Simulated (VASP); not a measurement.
# BaAs2Rh2: structure and properties in VASP, part 4 of 5

Aim: relax BaAs2Rh2 with optB86b-vdW, compute its properties on that cell and hold them against experiment. Left out of this account: 3 further runs (self-consistent run: a volume scan without its fit). The start is a computed cell from the Materials Project.

VASP 6.6.1; optB86b-vdW; plane waves and PAW (Ba_sv, As, Rh_pv).

So far. Step 5 (Bands along the symmetry lines (optB86b-vdW)): There is no gap at this level. Step 6 (Density of states (optB86b-vdW)): The finer mesh and the other smearing move the Fermi level by +0.01 eV from the 9×9×9 run, a small shift, which tests the Fermi level alone. Of the states within 0.3 eV of the Fermi level, the largest shares in the PAW spheres are Rh d 45 %, As p 9 % and Ba d 8 %. The relaxed cell has a = 4.056, c = 12.872 Å (conventional setting).

## Step 7: Vibrations at Γ (optB86b-vdW)

Zone-centre modes test whether the atoms sit at a minimum within this cell. IBRION = 6 takes the force constants from differences of forces between displaced cells, so the forces must be tight.

Contents of INCAR:

```
SYSTEM = BaAs2Rh2
PREC = Accurate
ENCUT = 400
EDIFF = 1E-08
NELM = 100
ISMEAR = 1
SIGMA = 0.2
LREAL = .FALSE.
ALGO = Normal
GGA = MK
AGGAC = 0
LUSE_VDW = .TRUE.
PARAM1 = 0.1234
PARAM2 = 1
LASPH = .TRUE.
NBANDS = 31
LORBIT = 11
LWAVE = .FALSE.
LCHARG = .FALSE.
KPAR = 4
IBRION = 6
NFREE = 2
POTIM = 0.015
ISIF = 2
NSW = 1
```

Contents of POSCAR:

```
BaAs2Rh2
1.0
   -2.0279366973      2.0279366973      6.4361530480
    2.0279366973     -2.0279366973      6.4361530480
    2.0279366973      2.0279366973     -6.4361530480
Ba As Rh
1 2 2
Direct
    0.0000000000      0.0000000000      0.0000000000
    0.3580447861      0.3580447861      0.0000000000
    0.6419552139      0.6419552139      0.0000000000
    0.7500000000      0.2500000000      0.5000000000
    0.2500000000      0.7500000000      0.5000000000
```

Contents of KPOINTS:

```
Automatic mesh
0
Gamma
10 10 10
0 0 0
```

PAW data sets: Ba_sv, As and Rh_pv (PBE family, release 64).

Started as:

```sh
$ mpirun -np 4 vasp_std
```

Output:

```text
[... set-up lines as in an earlier step ...]
 entering main loop
       N       E                     dE             d eps       ncg     rms          rms(c)
DAV:   1     0.394360236493E+03    0.39436E+03   -0.24420E+04  7172   0.128E+03
DAV:   2     0.199024548745E+00   -0.39416E+03   -0.37980E+03  7309   0.360E+02
DAV:   3    -0.192297847138E+02   -0.19429E+02   -0.18884E+02  8572   0.750E+01
DAV:   4    -0.196240483679E+02   -0.39426E+00   -0.39320E+00  7942   0.913E+00
DAV:   5    -0.196333181337E+02   -0.92698E-02   -0.92674E-02  8712   0.126E+00    0.145E+01
DAV:   6    -0.192956290434E+02    0.33769E+00   -0.10511E+01  7185   0.217E+01    0.740E+00
DAV:   7    -0.186792800633E+02    0.61635E+00   -0.36830E+00  7101   0.133E+01    0.454E+00
DAV:   8    -0.186223746049E+02    0.56905E-01   -0.22849E-01  7493   0.311E+00    0.111E+00
DAV:   9    -0.186185128026E+02    0.38618E-02   -0.28541E-02  7713   0.113E+00    0.196E-01
DAV:  10    -0.186187428058E+02   -0.23000E-03   -0.32247E-03  7451   0.431E-01    0.630E-02
DAV:  11    -0.186187601735E+02   -0.17368E-04   -0.18353E-04  7644   0.982E-02    0.274E-02
DAV:  12    -0.186187695610E+02   -0.93875E-05   -0.35124E-05  7592   0.329E-02    0.794E-03
DAV:  13    -0.186187696249E+02   -0.63904E-07   -0.50370E-06  8419   0.158E-02    0.415E-03
DAV:  14    -0.186187694935E+02    0.13148E-06   -0.84489E-07  7611   0.619E-03    0.630E-04
DAV:  15    -0.186187694482E+02    0.45276E-07   -0.44973E-08  6817   0.104E-03    0.422E-04
DAV:  16    -0.186187694957E+02   -0.47464E-07   -0.11374E-08  5684   0.752E-04    0.242E-04
DAV:  17    -0.186187694842E+02    0.11421E-07   -0.27485E-09  4387   0.422E-04    0.691E-05
DAV:  18    -0.186187694864E+02   -0.21864E-08   -0.80314E-10  4079   0.128E-04
   1 F= -.18618769E+02 E0= -.18617690E+02  d E =-.323988E-02
 Found     6 degrees of freedom:
 Finite differences POTIM= 0.01500 DOF=   6
 bond charge predicted
       N       E                     dE             d eps       ncg     rms          rms(c)
DAV:   1    -0.186176655577E+02    0.11039E-02   -0.29514E-01 10609   0.165E+00    0.129E-01
DAV:   2    -0.186184049168E+02   -0.73936E-03   -0.95468E-03 12599   0.325E-01    0.511E-02
DAV:   3    -0.186184335687E+02   -0.28652E-04   -0.27430E-04 14971   0.438E-02    0.259E-02
DAV:   4    -0.186184393604E+02   -0.57916E-05   -0.11752E-05 12618   0.176E-02    0.844E-03
DAV:   5    -0.186184406345E+02   -0.12741E-05   -0.20624E-06 12340   0.729E-03    0.144E-03
DAV:   6    -0.186184406148E+02    0.19694E-07   -0.39551E-07 12375   0.273E-03    0.405E-04
DAV:   7    -0.186184406105E+02    0.43137E-08   -0.21637E-08 10825   0.886E-04
   2 F= -.18618441E+02 E0= -.18617357E+02  d E =-.324989E-02
[... from here on, the cycles between the ionic steps are left out ...]
   3 F= -.18618441E+02 E0= -.18617357E+02  d E =-.324988E-02
   4 F= -.18618392E+02 E0= -.18617313E+02  d E =-.323686E-02
   5 F= -.18618392E+02 E0= -.18617313E+02  d E =-.323690E-02
   6 F= -.18617858E+02 E0= -.18616779E+02  d E =-.323752E-02
   7 F= -.18617858E+02 E0= -.18616779E+02  d E =-.323749E-02
   8 F= -.18617446E+02 E0= -.18616431E+02  d E =-.304517E-02
   9 F= -.18617482E+02 E0= -.18616336E+02  d E =-.343707E-02
  10 F= -.18617366E+02 E0= -.18616288E+02  d E =-.323287E-02
  11 F= -.18617366E+02 E0= -.18616288E+02  d E =-.323284E-02
  12 F= -.18617859E+02 E0= -.18616789E+02  d E =-.321221E-02
 Finite differences progress:
  Degree of freedom:   6/  6
  Displacement:        1/  2
  Total:              11/ 12
 bond charge predicted
       N       E                     dE             d eps       ncg     rms          rms(c)
DAV:   1    -0.185745955096E+02    0.43264E-01   -0.55419E+00 12305   0.297E+01    0.335E-01
DAV:   2    -0.186180895052E+02   -0.43494E-01   -0.44871E-01 10721   0.451E+00    0.169E-01
DAV:   3    -0.186180683128E+02    0.21192E-04   -0.52615E-03 13563   0.490E-01    0.117E-01
DAV:   4    -0.186179937434E+02    0.74569E-04   -0.68754E-04 12778   0.340E-01    0.101E-01
DAV:   5    -0.186178673677E+02    0.12638E-03   -0.33199E-04 13022   0.233E-01    0.389E-02
DAV:   6    -0.186178606823E+02    0.66854E-05   -0.88401E-05 12527   0.850E-02    0.175E-02
DAV:   7    -0.186178591491E+02    0.15332E-05   -0.14669E-05 12324   0.324E-02    0.676E-03
DAV:   8    -0.186178593179E+02   -0.16879E-06   -0.11611E-06 12430   0.742E-03    0.269E-03
DAV:   9    -0.186178593189E+02   -0.10104E-08   -0.30312E-07 12660   0.369E-03    0.503E-04
DAV:  10    -0.186178593252E+02   -0.62337E-08   -0.35786E-08 11095   0.104E-03
  13 F= -.18617859E+02 E0= -.18616789E+02  d E =-.321220E-02
 Finite differences progress:
  Degree of freedom:   6/  6
  Displacement:        2/  2
  Total:              12/ 12
```

The job ended after 86 min (4 MPI ranks of Intel Xeon Platinum 8259CL at 2.50GHz (Skylake/Cascade Lake), shared host; peak memory 5.4 GiB; 5.2 h of CPU time).

OUTCAR, selected parts (step 7):

```text
   k-points           NKPTS =    102   k-points in BZ     NKDIM =    102   number of bands    NBANDS=     31

   NELECT =      50.0000    total number of electrons

 E-fermi :   6.6717

 k-point     1 :       0.0000    0.0000    0.0000
  band No.  band energies     occupation
    ...
     21       4.5007      2.00000
     22       5.4282      2.00000
     23       5.7777      2.00000
     24       5.7973      2.00000
     25       6.5708      1.74527
     26       6.8363      0.00860
     27       8.6782     -0.00000
     28       8.7279     -0.00000
     29       8.8461     -0.00000
     30       8.8645     -0.00000
    ...

Total vdW correction in eV:      7.3635682

  Total        0.1035583     -0.0647230     -0.0361750      0.0000000      0.0000000      0.0000000
  in kB        1.5671132     -0.9794318     -0.5474238      0.0000000      0.0000000      0.0000000
  external PRESSURE =       0.0134192 kB  Pullay stress =       0.0000000 kB

 POSITION                                       TOTAL-FORCE (eV/Angst)
 -----------------------------------------------------------------------------------
      0.00000      0.00000      0.00000        -0.000000      0.000000     -0.010496
      0.00000      0.00000      4.60886        -0.000000      0.000000     -0.054946
      0.00000      0.00000      8.26344        -0.000000      0.000000     -0.054122
      0.00000      2.02794      3.20308         0.000000     -0.000000      0.123088
      2.02794     -0.00000      3.21808        -0.000000      0.000000     -0.003524
 -----------------------------------------------------------------------------------
    total drift:                               -0.000000     -0.000000      0.000099

  FREE ENERGIE OF THE ION-ELECTRON SYSTEM (eV)
  ---------------------------------------------------
  free  energy   TOTEN  =       -18.6178593252 eV

  energy  without entropy=      -18.6146471218  energy(sigma->0) =      -18.61678859

Total vdW correction in eV:      7.3635674

 Eigenvectors and eigenvalues of the dynamical matrix
 ----------------------------------------------------

   1 f  =    7.277612 THz    45.726586 2PiTHz  242.755012 cm-1    30.097772 meV
             X         Y         Z           dx          dy          dz
      0.000000  0.000000  0.000000    -0.000000    0.000000   -0.000000
      0.000000  0.000000  4.608862     0.147972    0.341216    0.000000
      0.000000  0.000000  8.263444    -0.147972   -0.341216   -0.000000
     -0.000000  2.027937  3.218077     0.239272   -0.551747    0.000000
      2.027937 -0.000000  3.218077    -0.239272    0.551747    0.000000

   2 f  =    7.277612 THz    45.726586 2PiTHz  242.755012 cm-1    30.097772 meV
             X         Y         Z           dx          dy          dz
      0.000000  0.000000  0.000000     0.000000   -0.000000   -0.000000
      0.000000  0.000000  4.608862     0.341216   -0.147972   -0.000000
      0.000000  0.000000  8.263444    -0.341216    0.147972    0.000000
     -0.000000  2.027937  3.218077     0.551747    0.239272    0.000000
      2.027937 -0.000000  3.218077    -0.551747   -0.239272    0.000000

   3 f  =    6.958390 THz    43.720856 2PiTHz  232.106920 cm-1    28.777577 meV
             X         Y         Z           dx          dy          dz
      0.000000  0.000000  0.000000    -0.000000    0.000000    0.000000
      0.000000  0.000000  4.608862    -0.000000   -0.000000   -0.707107
      0.000000  0.000000  8.263444    -0.000000   -0.000000    0.707107
     -0.000000  2.027937  3.218077     0.000000    0.000000   -0.000000
      2.027937 -0.000000  3.218077    -0.000000    0.000000    0.000000

   4 f  =    6.620499 THz    41.597819 2PiTHz  220.836060 cm-1    27.380170 meV
             X         Y         Z           dx          dy          dz
      0.000000  0.000000  0.000000     0.000000   -0.000000   -0.042986
      0.000000  0.000000  4.608862    -0.000000    0.000000    0.549448
      0.000000  0.000000  8.263444    -0.000000    0.000000    0.549448
[...]
X         Y         Z           dx          dy          dz
      0.000000  0.000000  0.000000     0.000000    0.000000    0.000000
      0.000000  0.000000  4.608862     0.131516   -0.586838    0.000000
      0.000000  0.000000  8.263444    -0.131516    0.586838   -0.000000
     -0.000000  2.027937  3.218077    -0.081333   -0.362918   -0.000000
      2.027937 -0.000000  3.218077     0.081333    0.362918    0.000000

   9 f  =    3.786955 THz    23.794140 2PiTHz  126.319219 cm-1    15.661580 meV
             X         Y         Z           dx          dy          dz
      0.000000  0.000000  0.000000     0.000000   -0.000000    0.000000
      0.000000  0.000000  4.608862     0.586838    0.131516   -0.000000
      0.000000  0.000000  8.263444    -0.586838   -0.131516   -0.000000
     -0.000000  2.027937  3.218077    -0.362918    0.081333    0.000000
      2.027937 -0.000000  3.218077     0.362918   -0.081333   -0.000000

  10 f  =    2.958956 THz    18.591667 2PiTHz   98.700140 cm-1    12.237252 meV
             X         Y         Z           dx          dy          dz
      0.000000  0.000000  0.000000    -0.000000    0.000000   -0.848350
      0.000000  0.000000  4.608862     0.000000   -0.000000    0.214681
      0.000000  0.000000  8.263444     0.000000    0.000000    0.214681
     -0.000000  2.027937  3.218077     0.000000   -0.000000    0.306697
      2.027937 -0.000000  3.218077     0.000000   -0.000000    0.306697

  11 f  =    2.594896 THz    16.304212 2PiTHz   86.556411 cm-1    10.731622 meV
             X         Y         Z           dx          dy          dz
      0.000000  0.000000  0.000000     0.445841    0.716603   -0.000000
      0.000000  0.000000  4.608862    -0.094225   -0.151449   -0.000000
      0.000000  0.000000  8.263444    -0.094225   -0.151449    0.000000
     -0.000000  2.027937  3.218077    -0.176820   -0.284204   -0.000000
      2.027937 -0.000000  3.218077    -0.176820   -0.284204   -0.000000

  12 f  =    2.594896 THz    16.304212 2PiTHz   86.556411 cm-1    10.731622 meV
             X         Y         Z           dx          dy          dz
      0.000000  0.000000  0.000000     0.716603   -0.445841   -0.000000
      0.000000  0.000000  4.608862    -0.151449    0.094225    0.000000
      0.000000  0.000000  8.263444    -0.151449    0.094225   -0.000000
     -0.000000  2.027937  3.218077    -0.284204    0.176820   -0.000000
      2.027937 -0.000000  3.218077    -0.284204    0.176820    0.000000

  13 f/i=    0.000489 THz     0.003073 2PiTHz    0.016315 cm-1     0.002023 meV
             X         Y         Z           dx          dy          dz
      0.000000  0.000000  0.000000    -0.000000    0.000000    0.527687
      0.000000  0.000000  4.608862    -0.000000    0.000000    0.389896
      0.000000  0.000000  8.263444    -0.000000    0.000000    0.389896
     -0.000000  2.027937  3.218077    -0.000000    0.000000    0.456896
      2.027937 -0.000000  3.218077    -0.000000    0.000000    0.456896

  14 f/i=    0.001493 THz     0.009378 2PiTHz    0.049788 cm-1     0.006173 meV
             X         Y         Z           dx          dy          dz
      0.000000  0.000000  0.000000    -0.438259   -0.293295   -0.000000
      0.000000  0.000000  4.608862    -0.324108   -0.216902   -0.000000
      0.000000  0.000000  8.263444    -0.324108   -0.216902   -0.000000
     -0.000000  2.027937  3.218077    -0.379808   -0.254178   -0.000000
      2.027937 -0.000000  3.218077    -0.379808   -0.254178   -0.000000

  15 f/i=    0.001493 THz     0.009378 2PiTHz    0.049788 cm-1     0.006173 meV
             X         Y         Z           dx          dy          dz
      0.000000  0.000000  0.000000    -0.293295    0.438259   -0.000000
      0.000000  0.000000  4.608862    -0.216902    0.324108   -0.000000
      0.000000  0.000000  8.263444    -0.216902    0.324108   -0.000000
     -0.000000  2.027937  3.218077    -0.254178    0.379808   -0.000000
      2.027937 -0.000000  3.218077    -0.254178    0.379808   -0.000000

 ELASTIC MODULI CONTR FROM IONIC RELAXATION (kBar)
 Direction    XX          YY          ZZ          XY          YZ          ZX
 --------------------------------------------------------------------------------
 XX        -334.4623   -108.9268   -284.9894      0.0000      0.0000     -0.0000
 YY        -108.9268   -334.4623   -284.9894      0.0000      0.0000      0.0000
 ZZ        -284.9894   -284.9894   -366.3552      0.0000      0.0000      0.0000
 XY           0.0000      0.0000      0.0000      0.0000      0.0000      0.0000
 YZ           0.0000      0.0000      0.0000      0.0000   -278.1376      0.0000
 ZX          -0.0000      0.0000      0.0000      0.0000      0.0000   -278.1373
 --------------------------------------------------------------------------------

[... 6 parts as in an earlier step ...]

[... 10 further parts left out ...]
```

CONTCAR:

```
BaAs2Rh2
   1.00000000000000
    -2.0279366972999999    2.0279366972999999    6.4361530480000004
     2.0279366972999999   -2.0279366972999999    6.4361530480000004
     2.0279366972999999    2.0279366972999999   -6.4361530480000004
  Ba              As              Rh
     1     2     2
Direct
     0.0000000000000000    0.0000000000000000    0.0000000000000000
     0.3580447861000025    0.3580447861000025    0.0000000000000000
     0.6419552138999975    0.6419552138999975    0.0000000000000000
     0.7488347076360575    0.2488347076360574    0.5000000000000001
     0.2500000000000000    0.7500000000000000    0.5000000000000000
```

The last energy, forces, stress and levels in OUTCAR belong to the last displaced cell, not to the cell of POSCAR.

This step gave:

- bands: 31
- irreducible k-points: 102
- pressure of the cell: -0.003091 GPa
- largest force of the cell: 0.001175 eV/Å

The modes at Γ (shares of kinetic energy by element, %):

```csv
mode,frequency (cm⁻¹),symmetry,Ba %,As %,Rh %
1,0.0,acoustic,28,30,42
2,0.0,acoustic,28,30,42
3,0.0,acoustic,28,30,42
4,86.6,Eu,71,6,22
5,86.6,Eu,71,6,22
6,98.7,A2u,72,9,19
7,126.3,Eg,0,72,28
8,126.3,Eg,0,72,28
9,149.3,Bg,0,0,100
10,219.7,Eu,1,63,36
11,219.7,Eu,1,63,36
12,220.8,A2u,0,60,39
13,232.1,A1g,0,100,0
14,242.8,Eg,0,28,72
15,242.8,Eg,0,28,72
```

Displacements in mode 5 (86.6 cm⁻¹), the largest set to 1:
```
Ba1  0.62  1.00  0.00
As2 -0.18 -0.29  0.00
As3 -0.18 -0.29  0.00
Rh4 -0.29 -0.46  0.00
Rh5 -0.29 -0.46  0.00
```

Displacements in mode 15 (242.8 cm⁻¹), the largest set to 1:
```
Ba1  0.00  0.00  0.00
As2  0.31  0.72  0.00
As3 -0.31 -0.72  0.00
Rh4  0.43 -1.00  0.00
Rh5 -0.43  1.00  0.00
```

The three acoustic modes come out at zero, and all others are real. By the characters of their eigenvectors the optical modes sort into (cm⁻¹) Raman active: Eg 126, Bg 149, A1g 232, Eg 243; infrared active: Eu 87, A2u 99, Eu 220, A2u 221. B labels carry no number here, since it depends on the setting of the axes. With a centre of inversion no mode is active in both.

[end of part 4 of 5]

[Lines on the potential files, build, host, timing and source positions are cut from VASP's logs without a mark.]

[Logs are printed without paths, hosts, clocks, repeated set-up lines and the standing remarks that a program may print on its own settings, such as how far it seeks lower states.]

[Hosts, paths, dates, database ids (printed as entryN), source tags and the programs' standing remarks are cut or masked in the printed files.]

[A measured line is paired with the nearest computed mode of its activity, which favours agreement.]
